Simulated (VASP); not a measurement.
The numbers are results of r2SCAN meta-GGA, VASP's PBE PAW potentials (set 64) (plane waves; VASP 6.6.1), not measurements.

VASP input:

### KPOINTS_OPT
```
k-points along high-symmetry lines
6
Line-mode
Reciprocal
  0.000000   0.000000   0.000000 ! GAMMA
  0.500000   0.000000   0.000000 ! M

  0.500000   0.000000   0.000000 ! M
  0.333333   0.333333   0.000000 ! K

  0.333333   0.333333   0.000000 ! K
  0.000000   0.000000   0.000000 ! GAMMA

  0.000000   0.000000   0.000000 ! GAMMA
  0.000000   0.000000   0.500000 ! A

  0.000000   0.000000   0.500000 ! A
  0.500000   0.000000   0.500000 ! L

  0.500000   0.000000   0.500000 ! L
  0.333333   0.333333   0.500000 ! H

  0.333333   0.333333   0.500000 ! H
  0.000000   0.000000   0.500000 ! A

  0.500000   0.000000   0.500000 ! L
  0.500000   0.000000   0.000000 ! M

  0.333333   0.333333   0.500000 ! H
  0.333333   0.333333   0.000000 ! K
```

**INCAR**
```
! general
SYSTEM  = ZrO2
PREC    = Accurate
ENCUT   = 520   ! plane-wave cut-off (eV)
LREAL   = .False.
LASPH   = .True.   ! aspherical one-centre terms

! electronic loop
EDIFF   = 1E-7   ! SCF stop (eV)
NELM    = 100   ! most electronic steps
ALGO    = Normal   ! blocked Davidson
LMAXMIX = 4
LMIXTAU = .True.

! smearing
ISMEAR  = -5   ! tetrahedra, Bloechl

! functional
METAGGA = R2SCAN

! ions
ISIF    = 2   ! forces and stress, cell fixed

! output
LWAVE   = .False.
LCHARG  = .False.
LORBIT  = 11   ! lm-projected
NEDOS   = 601   ! DOS grid

! other
LEFG    = .True.
```

### KPOINTS
```
Automatic mesh
0
Gamma
5 5 3
0 0 0
```

File POSCAR:
```
ZrO2
1
    6.4010127577     0.0000000000     0.0000000000
   -3.2005063788     5.5434403577    -0.0000000000
    0.0000000000     0.0000000000    10.4600368179
Zr O
4 8
Direct
  0.3333330000   0.6666670000   0.0625530853
  0.6666670000   0.3333330000   0.5625530853
  0.6666670000   0.3333330000   0.9374469147
  0.3333330000   0.6666670000   0.4374469147
  0.3333330000   0.6666670000   0.2500000000
  0.6666670000   0.3333330000   0.7500000000
  0.5000000000   0.0000000000   0.0000000000
  0.5000000000   0.5000000000   0.5000000000
  0.0000000000   0.5000000000   1.0000000000
  0.5000000000   0.0000000000   0.5000000000
  0.5000000000   0.5000000000   0.0000000000
  0.0000000000   0.5000000000   0.5000000000
```

POTCAR, in this order: Zr_sv O (PBE.64 set). Program: vasp_std.

Problem. What will the output report for the number of irreducible k-points (NKPTS), number of bands (NBANDS), largest plane-wave count, number of space-group operations, FFT grid (NGX, NGY, NGZ)?

Solution. 
number of irreducible k-points (NKPTS): 10
number of bands (NBANDS): 57
largest plane-wave count: 10029
number of space-group operations: 24
FFT grid (NGX, NGY, NGZ): 48 × 48 × 80

The structure was generated: ZrO2 was put into the beta-tridymite type (P6_3/mmc), which need not be its known phase. It was relaxed first, which changed the volume by +24 %.
